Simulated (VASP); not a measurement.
These are PW91 GGA, VASP's PBE PAW potentials (set 64) (plane waves; VASP 6.6.1) values and carry that method's errors.

The input files of a VASP run:

File KPOINTS:
```
k-points along high-symmetry lines
10
Line-mode
Reciprocal
  0.000000   0.000000   0.000000 ! GAMMA
  0.000000   0.000000   0.500000 ! X

  0.000000   0.000000   0.500000 ! X
  0.250000   0.250000   0.250000 ! P

  0.250000   0.250000   0.250000 ! P
  0.000000   0.500000   0.000000 ! N

  0.000000   0.500000   0.000000 ! N
  0.000000   0.000000   0.000000 ! GAMMA

  0.000000   0.000000   0.000000 ! GAMMA
  0.500000   0.500000  -0.500000 ! M

  0.500000   0.500000  -0.500000 ! M
  0.289601   0.710399  -0.289601 ! S

 -0.289601   0.289601   0.289601 ! S_0
  0.000000   0.000000   0.000000 ! GAMMA

  0.000000   0.000000   0.500000 ! X
 -0.079203   0.079203   0.500000 ! R

  0.500000   0.500000  -0.079203 ! G
  0.500000   0.500000  -0.500000 ! M
```

POSCAR:
```
TiO2
1
   -1.9016025263     1.9016025263     4.8489050483
    1.9016025263    -1.9016025263     4.8489050483
    1.9016025263     1.9016025263    -4.8489050483
Ti O
2 4
Direct
  0.7500000000   0.2500000000   0.5000000000
  0.0000000000   0.0000000000   0.0000000000
  0.5433358060   0.0433358060   0.5000000000
  0.7933358060   0.7933358060   0.0000000000
  0.2066641940   0.2066641940   0.0000000000
  0.9566641940   0.4566641940   0.5000000000
```

### INCAR
```
! general
SYSTEM  = TiO2
PREC    = Accurate
ENCUT   = 520   ! plane-wave cut-off (eV)
LREAL   = .FALSE.
LASPH   = .TRUE.   ! aspherical one-centre terms
ICHARG  = 11

! electronic loop
EDIFF   = 1E-7   ! SCF stop (eV)
NELM    = 100   ! most electronic steps
ALGO    = Normal   ! blocked Davidson
LMAXMIX = 4   ! l cut-off of mixed one-centre charges

! smearing
ISMEAR  = 0   ! Gaussian
SIGMA   = 0.05   ! width (eV)

! functional
GGA     = 91

! output
LWAVE   = .FALSE.
LCHARG  = .FALSE.
LORBIT  = 11   ! lm-projected
```

POTCAR, in this order: Ti_sv O (PBE.64 set). Program: vasp_std. Read from the step before: CHGCAR.

The resulting files:

File OUTCAR:
```
 ion  position               nearest neighbor table
   1  0.750  0.250  0.500-   4 1.95   5 1.95   4 1.95   5 1.95   3 2.00   6 2.00
   2  0.000  0.000  0.000-   3 1.95   6 1.95   3 1.95   6 1.95   5 2.00   4 2.00
   3  0.543  0.043  0.500-   2 1.95   2 1.95   1 2.00
   4  0.793  0.793  0.000-   1 1.95   1 1.95   2 2.00
   5  0.207  0.207  0.000-   1 1.95   1 1.95   2 2.00
   6  0.957  0.457  0.500-   2 1.95   2 1.95   1 2.00
  LATTYP: Found a body centered tetragonal cell.
 ALAT       =     3.8032050526
 C/A-ratio  =     2.5499046101
 Subroutine PRICEL returns:
 Original cell was already a primitive cell.
 Subroutine GETGRP returns: Found 16 space group operations
The static configuration has the point symmetry D_2d.
 The point group associated with its full space group is D_4h.
The dynamic configuration has the point symmetry D_2d.
 Subroutine INISYM returns: Found 16 space group operations
   k-points           NKPTS =     90   k-points in BZ     NKDIM =     90   number of bands    NBANDS=     28
   number of dos      NEDOS =    301   number of ions     NIONS =      6
   total plane-waves  NPLWV =  74088
   dimension x,y,z NGX =    42 NGY =   42 NGZ =   42
   dimension x,y,z NGXF=    84 NGYF=   84 NGZF=   84
   ions per type =               2   4
   PREC   = accura    normal or accurate (medium, high low for compatibility)
   ISTART =      0    job   : 0-new  1-cont  2-samecut
...
```

OSZICAR:
```
       N       E                     dE             d eps       ncg     rms          rms(c)
DAV:   1     0.620748927497E+03    0.62075E+03   -0.25836E+04  5040   0.202E+03
DAV:   2     0.492457610843E+02   -0.57150E+03   -0.55445E+03  5304   0.569E+02
DAV:   3    -0.469287067466E+02   -0.96174E+02   -0.91434E+02  8128   0.192E+02
DAV:   4    -0.534313790068E+02   -0.65027E+01   -0.62948E+01  7336   0.509E+01
DAV:   5    -0.537437493872E+02   -0.31237E+00   -0.31142E+00  7220   0.856E+00
DAV:   6    -0.537500808884E+02   -0.63315E-02   -0.63272E-02  6588   0.140E+00
DAV:   7    -0.537503540429E+02   -0.27315E-03   -0.27308E-03  7172   0.237E-01
DAV:   8    -0.537503592134E+02   -0.51704E-05   -0.51695E-05  6668   0.310E-02
DAV:   9    -0.537503594498E+02   -0.23645E-06   -0.23645E-06  6608   0.530E-03
DAV:  10    -0.537503594550E+02   -0.51641E-08   -0.51152E-08  3820   0.841E-04
   1 F= -.53750359E+02 E0= -.53750359E+02  d E =-.278520E-25
```

**OUTCAR**
```
 val. band max:        3.0485241603   @ k =   0.0000   0.0000   0.4444

 cond. band min:       5.1251720873   @ k =   0.0000   0.0000   0.0000



 k-point     1 :       0.0000    0.0000    0.0000
  band No.  band energies     occupation
      1     -53.2719      2.00000
      2     -53.2204      2.00000
      3     -29.8122      2.00000
      4     -29.5945      2.00000
      5     -29.5945      2.00000
      6     -29.5333      2.00000
      7     -29.5333      2.00000
      8     -29.4631      2.00000
      9     -14.4471      2.00000
     10     -13.4382      2.00000
     11     -13.3683      2.00000
     12     -12.9865      2.00000
     13      -0.8191      2.00000
     14      -0.7226      2.00000
     15      -0.7226      2.00000
     16      -0.3201      2.00000
     17       1.0589      2.00000
     18       1.0589      2.00000
     19       1.0895      2.00000
     20       2.2460      2.00000
     21       2.2460      2.00000
     22       2.2586      2.00000
     23       2.6252      2.00000
     24       2.6252      2.00000
     25       5.1252      0.00000
     26       5.7894      0.00000
     27       6.9620      0.00000
     28       6.9660      0.00000

 k-point     2 :       0.0000    0.0000    0.0556
  band No.  band energies     occupation
      1     -53.2714      2.00000
      2     -53.2207      2.00000
      3     -29.8118      2.00000
      4     -29.5998      2.00000
      5     -29.5963      2.00000
      6     -29.5362      2.00000
      7     -29.5335      2.00000
      8     -29.4619      2.00000
      9     -14.4186      2.00000
     10     -13.4210      2.00000
     11     -13.3563      2.00000
     12     -12.9790      2.00000
     13      -0.8229      2.00000
     14      -0.7897      2.00000
     15      -0.7582      2.00000
     16      -0.3170      2.00000
     17       0.9955      2.00000
     18       1.0921      2.00000
     19       1.1299      2.00000
     20       2.1714      2.00000
     21       2.1848      2.00000
...
```

The density is held fixed in this step, so its total energy and stress have no physical meaning.

The compound is TiO2 in the anatase structure, one of several forms; rutile is the usual stable one. It was relaxed first.
